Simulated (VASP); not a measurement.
# ZrC: interstitial H from one void to a neighbouring one, part 2 of 4

Wanted: the minimum-energy path in ZrC for this move: interstitial H from one void to a neighbouring one. The start is a cell from a database of measured crystal structures.

VASP 6.6.1, plane waves and PAW; the level of theory is named at each step.

So far. Step 2 (Relax the host): The run ended after 3 ionic steps, 0.003 eV below its first step, once forces and stress met EDIFFG = -0.02.

The database entry behind the starting cell differs from later determinations by our own check (an axis about 0.7 % long against later determinations), so it need not match the best structure at ambient conditions.

## 3. Relax the start

This step: PBE; plane waves and PAW (Zr_sv, C, H) (VASP 6.6.1).

System of this step: Zr24HC24. The cell holds 49 atoms: 24 Zr, 24 C and 1 H. Cell: a = 8.812 Å, b = 13.323 Å, c = 9.992 Å, α = 60.0°, β = 55.5°, γ = 40.9°. It derives from ZrC. Nearest the centre at fractional (0.000, 0.000, 0.167): H49 at 1.14 Å, C25 at 1.67 Å, C26 at 1.67 Å, Zr10 at 1.67 Å, Zr13 at 1.68 Å, C35 at 2.87 Å, C38 at 2.87 Å, C46 at 2.87 Å.

A path needs two true minima; the start is relaxed with symmetry off.

INCAR reads:

```
SYSTEM = Zr24HC24
PREC = Normal
ENCUT = 400
EDIFF = 1E-05
NELM = 120
ISMEAR = 1
SIGMA = 0.15
LREAL = Auto
ALGO = Fast
GGA = PE
NBANDS = 228
LASPH = .TRUE.
LORBIT = 11
LWAVE = .FALSE.
LCHARG = .FALSE.
KPAR = 6
IBRION = 2
NSW = 60
ISIF = 2
EDIFFG = -0.05
POTIM = 0.4
MAXMIX = 40
ISYM = 0
```

POSCAR reads:

```
Zr24HC24
1.0
    2.3551177137      4.7102354274      7.0653531411
    9.4204708548      0.0000000000      9.4204708548
    7.0653531411      7.0653531411      0.0000000000
Zr C H
24 24 1
Direct
    0.2517121671      0.0619174045      0.1678509886
    0.2556364224      0.0592203525      0.4988051893
    0.2531477062      0.0609132207      0.8328798421
    0.2505965790      0.3132132572      0.1663494027
    0.2501940982      0.3113308696      0.4994094496
    0.2481920631      0.3132350564      0.8346510665
    0.2511312776      0.5616688279      0.1651844437
    0.2554697713      0.5605349837      0.5000166115
    0.2513744051      0.5610981487      0.8270698054
    0.2518112796      0.8116029226      0.1660639094
    0.2423412225      0.8174424141      0.5019580380
    0.2484438034      0.8150748550      0.8362014295
    0.7479478647      0.1893946352      0.1633695261
    0.7457123315      0.1892652365      0.4993841620
    0.7479385788      0.1888374352      0.8320332917
    0.7487979615      0.4373266534      0.1675687602
    0.7513126036      0.4371967199      0.5016475705
    0.7522258813      0.4347660138      0.8339205114
    0.7477995137      0.6910918116      0.1650997330
    0.7467250365      0.6892898027      0.4986484570
    0.7483790639      0.6866304812      0.8351861519
    0.7517837919      0.9351712298      0.1660424390
    0.7476120653      0.9357905159      0.5037419396
    0.7514282344      0.9357971640      0.8358478034
    0.0038565056     -0.0023543031     -0.0004416160
   -0.0057808513      0.0011896847      0.3362100269
    0.0009330880      0.0009462245      0.6647825956
   -0.0064108158      0.2522707374     -0.0003425919
   -0.0017924102      0.2499850478      0.3364524943
    0.0019426347      0.2495374633      0.6666328686
   -0.0015170896      0.5009364932      0.0017374307
   -0.0019877210      0.4967121458      0.3376469875
   -0.0026616367      0.4989701602      0.6685345050
   -0.0002582670      0.7520247017     -0.0016714128
    0.0042749221      0.7493814575      0.3323775673
   -0.0058871141      0.7512003824      0.6681124926
    0.4945793766      0.1276036193      0.0032987125
    0.5010964926      0.1259867593      0.3320605073
    0.4984400815      0.1246528603      0.6677455335
    0.4982218609      0.3777473117     -0.0017411558
    0.4882917683      0.3785452800      0.3368228697
    0.5019746236      0.3713940327      0.6725626231
    0.5021207923      0.6216245235      0.0002533416
    0.5014647041      0.6250309316      0.3313714426
    0.5010756404      0.6238184832      0.6667361802
    0.4990965317      0.8736598684     -0.0003030248
    0.4952799056      0.8762198166      0.3332987181
    0.4966794695      0.8773759620      0.6687298044
    0.1225353062      0.0291411093      0.0837851363
```

KPOINTS reads:

```
Automatic mesh
0
Gamma
3 2 2
0 0 0
```

The projector-augmented-wave data sets are Zr_sv, C and H (PBE family, release 64).

The run is started by

```console
$ mpirun -np 6 vasp_std
```

Log:

```text
[banner, memory and clock lines left out]
running    6 mpi-ranks, on    1 nodes
 distrk:  each k-point on    1 cores,    6 groups
 distr:  one band on    1 cores,    1 groups

 POSCAR found type information on POSCAR ZrC H
 POSCAR found :  3 types and      49 ions
 [... a notice as in an earlier step ...]

 LDA part: xc-table for (Slater+PW92), standard interpolation
 POSCAR, INCAR and KPOINTS ok, starting setup
 FFT: planning ... GRIDC
 FFT: planning ... GRID_SOFT
 FFT: planning ... GRID
 WAVECAR not read
 entering main loop
       N       E                     dE             d eps       ncg     rms          rms(c)
DAV:   1     0.339541058548E+04    0.33954E+04   -0.17500E+05  3648   0.141E+03
DAV:   2    -0.151054774929E+03   -0.35465E+04   -0.34231E+04  4152   0.452E+02
DAV:   3    -0.520525574337E+03   -0.36947E+03   -0.36089E+03  5328   0.116E+02
DAV:   4    -0.549169313000E+03   -0.28644E+02   -0.28587E+02  5320   0.285E+01
DAV:   5    -0.551236290320E+03   -0.20670E+01   -0.20668E+01  4928   0.646E+00    0.998E+01
RMM:   6    -0.464524381156E+03    0.86712E+02   -0.44381E+02  4067   0.286E+01    0.456E+01
RMM:   7    -0.468980356146E+03   -0.44560E+01   -0.66283E+01  4900   0.115E+01    0.180E+01
RMM:   8    -0.468808071535E+03    0.17228E+00   -0.87323E+00  5039   0.466E+00    0.460E+00
RMM:   9    -0.468972063168E+03   -0.16399E+00   -0.35544E+00  5638   0.224E+00    0.204E+00
RMM:  10    -0.469077337200E+03   -0.10527E+00   -0.10069E+00  5900   0.132E+00    0.127E+00
RMM:  11    -0.469093894737E+03   -0.16558E-01   -0.30929E-01  5659   0.941E-01    0.449E-01
RMM:  12    -0.469099230326E+03   -0.53356E-02   -0.10831E-01  5706   0.477E-01    0.333E-01
RMM:  13    -0.469102635348E+03   -0.34050E-02   -0.38440E-02  6476   0.283E-01    0.161E-01
RMM:  14    -0.469103909013E+03   -0.12737E-02   -0.14149E-02  6517   0.169E-01    0.712E-02
RMM:  15    -0.469104396834E+03   -0.48782E-03   -0.58389E-03  6339   0.111E-01    0.885E-02
WARNING in EDDRMM: call to ZHEGV failed, returncode =   8  4     26
WARNING in EDDRMM: call to ZHEGV failed, returncode =   8  4     40
RMM:  16    -0.469104643633E+03   -0.24680E-03   -0.25414E-03  6190   0.745E-02    0.445E-02
RMM:  17    -0.469104783392E+03   -0.13976E-03   -0.11634E-03  6311   0.506E-02    0.423E-02
RMM:  18    -0.469104826924E+03   -0.43532E-04   -0.55698E-04  5924   0.395E-02    0.307E-02
RMM:  19    -0.469104857862E+03   -0.30938E-04   -0.27420E-04  5283   0.263E-02    0.117E-02
WARNING in EDDRMM: call to ZHEGV failed, returncode =   8  4     41
WARNING in EDDRMM: call to ZHEGV failed, returncode =   8  4     50
WARNING in EDDRMM: call to ZHEGV failed, returncode =   8  4     69
WARNING in EDDRMM: call to ZHEGV failed, returncode =   6  3     81
RMM:  20    -0.469104874726E+03   -0.16865E-04   -0.15445E-04  4222   0.189E-02    0.733E-03
WARNING in EDDRMM: call to ZHEGV failed, returncode =   6  3     43
RMM:  21    -0.469104879631E+03   -0.49048E-05   -0.76964E-05  3963   0.147E-02
   1 F= -.46910488E+03 E0= -.46910509E+03  d E =-.469105E+03
 curvature:   0.00 expect dE= 0.000E+00 dE for cont linesearch  0.000E+00
 trial: gam= 0.00000 g(F)=  0.507E+00 g(S)=  0.000E+00 ort = 0.000E+00 (trialstep = 0.100E+01)
 search vector abs. value=  0.507E+00
 bond charge predicted
       N       E                     dE             d eps       ncg     rms          rms(c)
DAV:   1    -0.469230514950E+03   -0.12564E+00   -0.81407E+01  4000   0.248E+01    0.160E+00
RMM:   2    -0.469420407544E+03   -0.18989E+00   -0.19425E+00  4226   0.380E+00    0.342E+00
RMM:   3    -0.469403778017E+03    0.16630E-01   -0.34905E-01  5104   0.141E+00    0.100E+00
RMM:   4    -0.469458496853E+03   -0.54719E-01   -0.17567E-01  4976   0.123E+00    0.387E+00
RMM:   5    -0.469406348071E+03    0.52149E-01   -0.13661E-01  4747   0.108E+00    0.338E-01
RMM:   6    -0.469410534712E+03   -0.41866E-02   -0.50586E-02  6195   0.491E-01    0.157E-01
RMM:   7    -0.469410901032E+03   -0.36632E-03   -0.85741E-03  6437   0.164E-01    0.734E-02
RMM:   8    -0.469411573731E+03   -0.67270E-03   -0.45149E-03  6465   0.123E-01    0.292E-01
RMM:   9    -0.469411426731E+03    0.14700E-03   -0.23201E-03  6316   0.112E-01    0.667E-02
WARNING in EDDRMM: call to ZHEGV failed, returncode =   6  3     92
RMM:  10    -0.469411510172E+03   -0.83441E-04   -0.10394E-03  6269   0.515E-02    0.814E-02
RMM:  11    -0.469411570055E+03   -0.59882E-04   -0.44139E-04  6098   0.347E-02    0.819E-02
WARNING in EDDRMM: call to ZHEGV failed, returncode =   8  4     88
WARNING in EDDRMM: call to ZHEGV failed, returncode =   6  3     73
WARNING in EDDRMM: call to ZHEGV failed, returncode =   6  3     78
RMM:  12    -0.469411587955E+03   -0.17901E-04   -0.24126E-04  5378   0.244E-02    0.657E-02
RMM:  13    -0.469411580158E+03    0.77973E-05   -0.10979E-04  5411   0.236E-02    0.202E-02
WARNING in EDDRMM: call to ZHEGV failed, returncode =   8  4     33
WARNING in EDDRMM: call to ZHEGV failed, returncode =   6  3     41
WARNING in EDDRMM: call to ZHEGV failed, returncode =   8  4     70
WARNING in EDDRMM: call to ZHEGV failed, returncode =   8  4     79
RMM:  14    -0.469411589284E+03   -0.91266E-05   -0.74970E-05  3231   0.145E-02
   2 F= -.46941159E+03 E0= -.46941186E+03  d E =-.306710E+00
[...]
WARNING in EDDRMM: call to ZHEGV failed, returncode =   8  4    154
[...]
WARNING in EDDRMM: call to ZHEGV failed, returncode =   8  4     88
[...]
WARNING in EDDRMM: call to ZHEGV failed, returncode =   8  4     89
WARNING in EDDRMM: call to ZHEGV failed, returncode =   6  3     73
[...]
WARNING in EDDRMM: call to ZHEGV failed, returncode =   6  3     96
[... from here on, the cycles between the ionic steps are left out ...]
   3 F= -.46942590E+03 E0= -.46942609E+03  d E =-.321022E+00
[...]
WARNING in EDDRMM: call to ZHEGV failed, returncode =   8  4     42
WARNING in EDDRMM: call to ZHEGV failed, returncode =   6  3     80
WARNING in EDDRMM: call to ZHEGV failed, returncode =   8  4     76
   4 F= -.46946192E+03 E0= -.46946211E+03  d E =-.360227E-01
[...]
WARNING in EDDRMM: call to ZHEGV failed, returncode =   8  4    130
   5 F= -.46946467E+03 E0= -.46946485E+03  d E =-.387632E-01
[...]
WARNING in EDDRMM: call to ZHEGV failed, returncode =   6  3    184
[...]
WARNING in EDDRMM: call to ZHEGV failed, returncode =   8  4    129
   6 F= -.46946865E+03 E0= -.46946886E+03  d E =-.398630E-02
[...]
WARNING in EDDRMM: call to ZHEGV failed, returncode =   8  4    102
   7 F= -.46946869E+03 E0= -.46946889E+03  d E =-.402608E-02
 curvature:  -0.73 expect dE=-0.116E-02 dE for cont linesearch -0.679E-05
 trial: gam= 0.28310 g(F)=  0.159E-02 g(S)=  0.000E+00 ort =-0.253E-03 (trialstep = 0.119E+01)
 search vector abs. value=  0.199E-02
 bond charge predicted
       N       E                     dE             d eps       ncg     rms          rms(c)
DAV:   1    -0.469469183247E+03   -0.49722E-03   -0.36845E-01  3824   0.167E+00    0.103E-01
RMM:   2    -0.469469687008E+03   -0.50376E-03   -0.63445E-03  4181   0.227E-01    0.711E-02
RMM:   3    -0.469469770848E+03   -0.83840E-04   -0.12984E-03  5607   0.685E-02    0.690E-02
RMM:   4    -0.469469765514E+03    0.53339E-05   -0.36486E-04  5980   0.329E-02    0.402E-02
RMM:   5    -0.469469775265E+03   -0.97510E-05   -0.12016E-04  4714   0.169E-02    0.351E-02
RMM:   6    -0.469469777189E+03   -0.19234E-05   -0.53951E-05  4011   0.116E-02
   8 F= -.46946978E+03 E0= -.46946997E+03  d E =-.108586E-02
 trial-energy change:   -0.001086  1 .order   -0.001086   -0.001800   -0.000372
 step:   1.4969(harm=  1.4969)  dis= 0.00295  next Energy=  -469.469825 (dE=-0.113E-02)
 reached required accuracy - stopping structural energy minimisation
```

The job ended after 31 min (6 MPI ranks of Intel Xeon Platinum 8488C (Sapphire Rapids), shared host; peak memory 5.1 GiB).

OUTCAR, selected parts (step 3):

```text
 Found      8 irreducible k-points:

   k-points           NKPTS =      8   k-points in BZ     NKDIM =      8   number of bands    NBANDS=    228

   dimension x,y,z NGX =    48 NGY =   70 NGZ =   50
   dimension x,y,z NGXF=    96 NGYF=  140 NGZF=  100

   ENCUT  =  400.0 eV  29.40 Ry    5.42 a.u.  14.37 21.73 16.29*2*pi/ulx,y,z

   NELECT =     385.0000    total number of electrons

 E-fermi :   9.6197

 k-point     1 :       0.0000    0.0000    0.0000
  band No.  band energies     occupation
    ...
    185       8.3282      2.00000
    186       8.5398      2.00000
    187       8.5826      2.00000
    188       8.6512      2.00000
    189       8.6744      2.00000
    190       9.8687     -0.04061
    191       9.9696     -0.00472
    192      10.1791     -0.00000
    193      10.2245     -0.00000
    194      10.3471     -0.00000
    ...

 k-point     2 :       0.3333    0.0000    0.0000
  band No.  band energies     occupation
    ...
    190       9.1063      2.00001
    191       9.2771      2.00576
    192       9.2937      2.00880
    193       9.3005      2.01036
    194       9.4921      2.00371
    195       9.7189      0.10833
    196       9.8506     -0.05174
    197      10.4638     -0.00000
    198      10.6412     -0.00000
    199      10.6620     -0.00000
    ...

  Total       -0.2079684     -1.4246733     -2.9168249      2.1925909     -0.2712569     -0.2316853
  in kB       -0.5314088     -3.6403803     -7.4531840      5.6025933     -0.6931261     -0.5920113
  external PRESSURE =      -3.8749911 kB  Pullay stress =       0.0000000 kB

  energy-cutoff  :      400.00
  volume of cell :      627.02
      direct lattice vectors                 reciprocal lattice vectors
     2.355117714  4.710235427  7.065353141    -0.106151807  0.106151807  0.106151807
     9.420470855  0.000000000  9.420470855     0.079613855 -0.079613855  0.026537952
     7.065353141  7.065353141  0.000000000     0.070767871  0.070767871 -0.070767871

 POSITION                                       TOTAL-FORCE (eV/Angst)
 -----------------------------------------------------------------------------------
      2.36913      2.36840      2.36207         0.000625     -0.003158      0.015080
      4.71100      4.70934      2.35191         0.006603     -0.008945     -0.011543
      7.05037      7.05027      2.36605         0.004269     -0.002631      0.004545
      4.71552      2.34962      4.70437        -0.009934      0.002912      0.002052
      7.06845      4.70526      4.70326         0.006981      0.009997      0.007063
      9.42154      7.06578      4.70606        -0.012401      0.003882      0.004422
      7.06747      2.35040      7.05506        -0.011178     -0.000440      0.004545
      9.42180      4.71422      7.05532        -0.012043     -0.016809      0.003294
     11.77685      7.06224      7.06051         0.010683      0.023760     -0.000169
      9.40259      2.37398      9.39793         0.008633      0.000415      0.004732
     11.77589      4.71104      9.41625         0.004144      0.007954      0.004080
     14.12853      7.06596      9.41808        -0.005034      0.001678     -0.007959
      4.72848      4.69326      7.04433        -0.005325     -0.015865     -0.007836
      7.07014      7.06402      7.05992        -0.007993      0.002045      0.008038
      9.42295      9.41742      7.06225        -0.001704     -0.004262     -0.008502
      7.06514      4.71308      9.41098         0.006694      0.014171      0.013689
      9.42232      7.06383      9.41431        -0.002606      0.007602     -0.002632
     11.77483      9.41671      9.41319         0.012370     -0.015641     -0.001761
      9.42390      4.71103     11.76877        -0.019194     -0.011099     -0.006296
     11.77662      7.06328     11.77013         0.013144      0.015461     -0.011393
     14.12902      9.42048     11.76950        -0.003360     -0.004458     -0.006739
     11.77934      4.71272     14.12670        -0.001391     -0.000879      0.003300
     14.12762      7.06384     14.12646        -0.000300     -0.001373     -0.001326
     16.48924      9.41801     14.12918         0.003255     -0.004179     -0.004700
     18.82705     11.76097     16.46843         0.003600     -0.005062     -0.003961
     14.14663      7.07996     16.46593        -0.006490      0.000301     -0.002774
      7.06756      9.41975      7.06167        -0.001684     -0.000654      0.001621
     11.79159     11.75898      9.42889        -0.006668     -0.002735      0.000780
      7.06917      7.06662      9.41727        -0.004785      0.004516     -0.000834
      9.41738      9.41882      9.41838         0.005026     -0.005296      0.000328
      7.06769      4.70961     11.76877         0.000447     -0.005620     -0.006834
      9.42071      7.06223     11.77100         0.010856      0.007389     -0.012712
     11.77589      9.42173     11.76819         0.001296     -0.007461      0.001233
      9.42280      4.70798     14.12564         0.002964      0.004811     -0.002683
     11.77406      7.06809     14.12348         0.003996      0.001050      0.000927
     14.13258      9.41859     14.12495        -0.003233     -0.004707     -0.004812
      2.35877      2.35817      4.70782         0.001546     -0.004673     -0.001631
      4.71435      4.70537      4.70434         0.002265      0.002259      0.000332
[...]
-----------------------------------------------------------------------------------
    total drift:                                0.007657     -0.006969     -0.001864

  FREE ENERGIE OF THE ION-ELECTRON SYSTEM (eV)
  ---------------------------------------------------
  free  energy   TOTEN  =      -469.4697771886 eV

  energy  without entropy=     -469.4703417600  energy(sigma->0) =     -469.46996538

 total charge
# of ion       s       p       d       tot
------------------------------------------
    1        2.171   6.041   1.635   9.847
    2        2.174   6.042   1.621   9.837
    3        2.172   6.041   1.637   9.850
    4        2.174   6.042   1.621   9.837
    5        2.174   6.042   1.621   9.837
    6        2.173   6.041   1.619   9.833
    7        2.174   6.042   1.621   9.837
    8        2.173   6.042   1.619   9.835
    9        2.173   6.042   1.617   9.832
   10        2.172   6.041   1.639   9.852
   11        2.173   6.042   1.619   9.834
   12        2.173   6.041   1.619   9.833
   13        2.172   6.041   1.639   9.852
   14        2.173   6.041   1.620   9.834
   15        2.173   6.041   1.619   9.833
   16        2.173   6.042   1.621   9.836
   17        2.173   6.042   1.617   9.833
   18        2.173   6.042   1.619   9.834
   19        2.173   6.041   1.620   9.835
   20        2.173   6.042   1.618   9.833
   21        2.173   6.041   1.619   9.833
   22        2.173   6.042   1.621   9.835
   23        2.173   6.042   1.621   9.836
   24        2.173   6.041   1.619   9.833
   25        0.890   1.461   0.000   2.351
   26        0.889   1.463   0.000   2.352
   27        0.887   1.476   0.000   2.363
   28        0.889   1.463   0.000   2.353
   29        0.887   1.479   0.000   2.366
   30        0.887   1.480   0.000   2.367
   31        0.887   1.476   0.000   2.363
   32        0.887   1.479   0.000   2.366
   33        0.887   1.477   0.000   2.364
   34        0.887   1.475   0.000   2.362
   35        0.887   1.480   0.000   2.367
   36        0.887   1.476   0.000   2.363
   37        0.887   1.478   0.000   2.364
[...]
--------------------------------------------------
tot         73.950 180.436  38.941 293.326

[... 1 part as in an earlier step ...]

[... 7 further parts left out ...]
```

This run has no spin polarisation. Its electron count is odd, so without a moment it is a metal by construction.

Relaxation path:

```tsv
step	energy less that of the first step (eV)	largest force (eV/Å)
1	0.0000	1.1756
2	-0.3067	0.3618
3	-0.3210	0.2960
4	-0.3570	0.1033
5	-0.3598	0.1023
6	-0.3638	0.0511
7	-0.3638	0.0584
8	-0.3649	0.0422
```

The atoms that moved most (Å):

```tsv
atom	dx	dy	dz	length
Zr9	0.055	0.035	-0.001	0.065
C42	-0.011	-0.053	0.016	0.056
C41	-0.027	0.027	0.039	0.054
Zr11	-0.042	0.023	0.003	0.048
C32	0.005	-0.024	0.040	0.047
Zr12	-0.043	-0.012	-0.016	0.047
Zr13	0.029	0.016	-0.024	0.041
C28	0.012	0.016	0.032	0.038
```

Numbers from this step:

```
electronic cycles       : 80
electrons               : 385
free energy (TOTEN)     : -469.4698 eV
energy at zero smearing : -469.4700 eV
Fermi energy            : 9.620 eV
```

The run ended after 8 ionic steps, 0.365 eV below its first step, once the forces on the free atoms met EDIFFG = -0.05.

(Continued in part 3 of 4.)

[Lines on the potential files, build, host, timing and source positions are cut from VASP's logs without a mark.]

[Logs are printed without paths, hosts, clocks, repeated set-up lines and the standing remarks that a program may print on its own settings, such as how far it seeks lower states.]

[Hosts, paths, dates, database ids (printed as entryN), source tags and the programs' standing remarks are cut or masked in the printed files.]

[Runs that stopped without an error message from VASP are left out.]
